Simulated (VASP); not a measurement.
VASP ran on this input.

POSCAR:
```
SiSn
1.0
 12.0272496801   0.0000000000   0.0000000000
  0.0000000000   3.5894605883   0.0000000000
  0.0000000000   0.0000000000   3.9940948698
Sn Si
4 4
Cartesian
  1.8524604344   0.8973651471   0.3311325868
  4.1611644056   2.6920954412   2.3281800217
 10.1747892457   2.6920954412   3.6629622830
  7.8660852745   0.8973651471   1.6659148481
 11.2662669229   0.8973651471   1.6254738064
  6.7746075972   2.6920954412   3.6225212413
  0.7609827572   2.6920954412   2.3686210634
  5.2526420829   0.8973651471   0.3715736285
```

File KPOINTS:
```
Automatic mesh
0
Gamma
3 8 7
0 0 0
```

### INCAR
```
! general
SYSTEM  = SiSn
PREC    = Accurate
ENCUT   = 400
LREAL   = F
LASPH   = T

! electronic loop
EDIFF   = 1E-6
NELM    = 100
ALGO    = Normal
LMAXMIX = 4

! smearing
ISMEAR  = 1
SIGMA   = 0.1

! functional
GGA     = PS

! ions
IBRION  = 2
NSW     = 60
ISIF    = 3
EDIFFG  = -0.02

! output
LWAVE   = F
LCHARG  = F
```

POTCAR, in this order: Sn_d Si (PBE.64 set). Program: vasp_std.

Task: Write an equivalent input for Ansatz.

Result: One equivalent input (not run):
Ansatz 0.2 input:
```yaml
crystal:
  lattice:
    - [12.0272497, 0.0000000, 0.0000000]
    - [0.0000000, 3.5894606, 0.0000000]
    - [0.0000000, 0.0000000, 3.9940949]
  atoms:
    - { symbol: Sn, position: [0.1540219, 0.2500000, 0.0829055] }
    - { symbol: Sn, position: [0.3459781, 0.7500000, 0.5829055] }
    - { symbol: Sn, position: [0.8459781, 0.7500000, 0.9170945] }
    - { symbol: Sn, position: [0.6540219, 0.2500000, 0.4170945] }
    - { symbol: Si, position: [0.9367284, 0.2500000, 0.4069693] }
    - { symbol: Si, position: [0.5632716, 0.7500000, 0.9069693] }
    - { symbol: Si, position: [0.0632716, 0.7500000, 0.5930307] }
    - { symbol: Si, position: [0.4367284, 0.2500000, 0.0930307] }
kpoints:
  mp_grid: { grid: [3, 8, 7] }
hamiltonian:
  xc: pbesol
  pseudopotentials: { kind: paw }
scf:
  occupations: { method: methfessel_paxton, width: 0.1 }
  max_iter: 100
relax:
  max_steps: 60
  f_tol: 0.02
  cell: {}
output: { forces: true, stress: true, eigenvalues: true }
```
What does not carry over: each code has its own PAW files, so the cut-off isn't converted (ENCUT is set for VASP's; basis.ecutwfc is left out, and Ansatz then takes the one that its files recommend); Ansatz stops its SCF on the density residual and VASP on the energy change (EDIFF).

The structure was generated: SiSn was put into the GeS type (Pnma), which need not be its known phase. This run relaxes it. Symmetry was kept, so distortions that lower it aren't found. The start is the result of an earlier pass.
